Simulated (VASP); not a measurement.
Data:

```xyz
2
Lattice="1.6150 -2.7973 0.0000 1.6150 2.7973 0.0000 0.0000 0.0000 5.1500" Properties=species:S:1:pos:R:3 pbc="T T T"
Zr     1.6150     0.9324     1.2875
Zr     1.6150    -0.9324     3.8625
```

These are AM05 GGA, VASP's PBE PAW potentials (set 64) (plane waves; VASP) values and carry that method's errors. Settings: 520 eV cut-off, 12×12×7 Γ-centred mesh, first-order Methfessel-Paxton smearing of 0.10 eV, potentials Zr_sv.

Energy and stress use the plane-wave basis of the starting cell.

The ions, cell shape and volume are relaxed. Predict the relaxed structure.

```xyz
2
Lattice="1.5917 -2.7569 0.0000 1.5917 2.7569 0.0000 0.0000 0.0000 5.1267" Properties=species:S:1:pos:R:3 pbc="T T T"
Zr     1.5917     0.9190     1.2817
Zr     1.5917    -0.9190     3.8450
```
Space group P6_3/mmc (194), at a tolerance of 0.03 Å.

How do energy and volume change from the first to the last step?

The energy (σ→0) changes by -7.7 meV/atom and the volume by -3.3 %, in 6 ionic steps.

```tsv
step	E(σ→0) (eV)	max force (eV/Å)	pressure (GPa)	volume (Å³)
1	-17.6650	0.000	-2.99	46.53
2	-17.6667	0.000	3.16	43.67
3	-17.6796	0.000	0.01	45.04
4	-17.6797	0.000	0.07	45.01
5	-17.6802	0.000	0.06	45.00
6	-17.6804	0.000	0.05	44.99
```

The compound is Zr in the hcp structure. This run relaxes it. Symmetry was kept, so distortions that lower it aren't found.
